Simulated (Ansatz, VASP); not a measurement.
One calculation of CsLiCr2Te2S3, two programs

Contents of INCAR:

```
PREC     = Accurate       # precision mode
ENCUT    = 520            # plane-wave cutoff, eV
EDIFF    = 1E-7           # SCF threshold, eV
ISMEAR   = -1             # smearing method
SIGMA    = 0.05           # smearing width, eV
LREAL    = False          # projectors in reciprocal space
LASPH    = True           # aspherical terms in the spheres
NELM     = 100            # most SCF steps
ALGO     = Normal         # electronic algorithm
ISIF     = 2              # what is computed and relaxed
LWAVE    = False          # write WAVECAR
LCHARG   = False          # write CHGCAR
ISPIN    = 2              # spin polarisation
MAGMOM   = 0 0 3 3 0 0 0 0 0 # initial moments
LORBIT   = 11             # projections on sites
LMAXMIX  = 4              # l up to which the mixer works
GGA      = PE             # functional
NBANDS   = 47             # bands
KPAR     = 4
```

Contents of KPOINTS:

```
regular mesh
0
Gamma
  7 7 4
```

POSCAR

```
CsLiCr2Te2S3
1.0
    7.3855166585     -2.1320217282      0.0179531846
    7.3855166585      2.1320217282      0.0179531846
   -2.5664847438      0.0000000000      7.3768136192
Cs Li Cr Te S
1 1 2 2 3
Direct
    0.5000000000      0.5000000000      0.0000000000
    0.0000000000      0.0000000000      0.5000000000
    0.3287000000      0.3287000000      0.4330000000
    0.6713000000      0.6713000000      0.5670000000
    0.8067200000      0.8067200000      0.1742700000
    0.1932800000      0.1932800000      0.8257300000
    0.1635800000      0.1635800000      0.3971300000
    0.8364200000      0.8364200000      0.6028700000
    0.5000000000      0.5000000000      0.5000000000
```

The input input.yaml:

```yaml
crystal:
  lattice:
    - [7.3855166585, -2.1320217282, 0.0179531846]
    - [7.3855166585, 2.1320217282, 0.0179531846]
    - [-2.5664847438, 0.0, 7.3768136192]
  atoms:
    - { symbol: Cs, position: [0.5, 0.5, 0.0] }
    - { symbol: Li, position: [0.0, 0.0, 0.5] }
    - { symbol: Cr, position: [0.3287, 0.3287, 0.433], spin: 3.0 }
    - { symbol: Cr, position: [0.6713, 0.6713, 0.567], spin: 3.0 }
    - { symbol: Te, position: [0.80672, 0.80672, 0.17427] }
    - { symbol: Te, position: [0.19328, 0.19328, 0.82573] }
    - { symbol: S, position: [0.16358, 0.16358, 0.39713] }
    - { symbol: S, position: [0.83642, 0.83642, 0.60287] }
    - { symbol: S, position: [0.5, 0.5, 0.5] }
hamiltonian:
  xc: pbe
  pseudopotentials: { kind: paw }
magnetization:
  spin_polarized: true
kpoints:
  mp_grid: { grid: [7, 7, 4] }
scf:
  occupations: { method: fermi_dirac, width: 0.05 }
output:
  forces: true
  stress: true
  eigenvalues: true
  write_density: true
  write_potential: true
  elf: true
  volumetric_format: npy
```

Change from the starting cell: volume scaled by 1.04.

Alike in both runs: task single point; functional PBE; k mesh 7 × 7 × 4; occupations fermi-dirac, width 0.05 eV; collinear spin, ferromagnetic start.

|  | VASP | Ansatz |
| --- | --- | --- |
| version | VASP 6.6.1 | Ansatz 0.2.0 |
| potentials or method | VASP PAW PBE potentials, release 64 (Cs_sv, Li_sv, Cr_pv, Te, S) | Ansatz PAW |
| plane-wave cutoff (eV) | 520 | 420 |
| valence electrons in the cell | 66 | 90 |

```csv
,VASP,Ansatz,Ansatz less VASP
gap on the k mesh at the Fermi level (eV),none,none,-
rms of the force components (eV/Å),0.079,0.081,+0.0016
net moment per atom (μB),0.59,0.59,-0.002
size of the moment on the site where the two differ most (μB),2.91,2.68,-0.236
```

Site moments also hang on the region over which each program counts them. Atom by atom the forces differ by 0.004 eV/Å (rms over components). A gap of «none» marks a metal or a gap that the smearing closes. The two sets of potentials don't hold the same shells in valence.

Caveats: only a ferromagnetic start was run, and an antiferromagnetic order may lie lower in energy. Spin-orbit coupling is left out, which matters for the levels of Cs, Te.
